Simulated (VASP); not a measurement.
Calculation: PBEsol GGA, VASP's PBE PAW potentials (set 64) (plane waves; VASP). For the alloy's cell: Settings: 400 eV cut-off, 10×10×3 Γ-centred mesh, tetrahedra with Blöchl corrections, potentials In_d As Ga_d.

```json
[
 {"end member": "GaAs (zinc blende)", "E (eV/atom)": "-4.5444", "V (Å³/atom)": "22.63", "gap (eV)": "0.44"},
 {"end member": "InAs (zinc blende)", "E (eV/atom)": "-4.2451", "V (Å³/atom)": "28.24", "gap (eV)": "0.00"}
]
```

An ordered cell with a fraction 0.50 of the second end member relaxes to

GaInAs₂ has the trigonal space group R3m, hexagonal axes (No. 160), Pearson symbol hR8. Conventional cell: a = 4.1518 Å, b = 4.1518 Å, c = 40.8653 Å, α = 90.00°, β = 90.00°, γ = 120.00°. In1 on 3a is coordinated by 4 As at 2.589–2.633 Å (tetrahedral). In2 on 3a is coordinated by 4 As at 2.587–2.619 Å (tetrahedral). As1 on 3a is surrounded by 4 In at 2.589–2.619 Å (tetrahedral). As2 on 3a is coordinated by 1 Ga at 2.446 Å and 3 In at 2.587 Å (tetrahedral). As3 on 3a is surrounded by 4 Ga at 2.457–2.514 Å (tetrahedral). As4 on 3a sees 3 Ga at 2.514 Å and 1 In at 2.633 Å (tetrahedral). Ga1 on 3a is surrounded by 4 As at 2.446–2.514 Å (tetrahedral). Ga2 on 3a has 4 As at 2.457–2.514 Å (tetrahedral). (Neighbours: up to the widest gap in distance over summed covalent radii, below 1.35, at either atom; cation-cation and far metal-metal contacts left out.)
(The calculation used a cell of 8 atoms; values per cell refer to that cell.)

Unless said otherwise, spin-orbit coupling is left out, though it shifts the bands of the heavy elements here.

Q: Estimate the mixing energy, the deviation from a linear volume and the gap.

A: Its energy is -4.3662 eV/atom, so the mixing energy is 29 meV/atom. The volume of 25.42 Å³/atom lies -0.1 % from the linear mean. The cell is without a gap at this level.
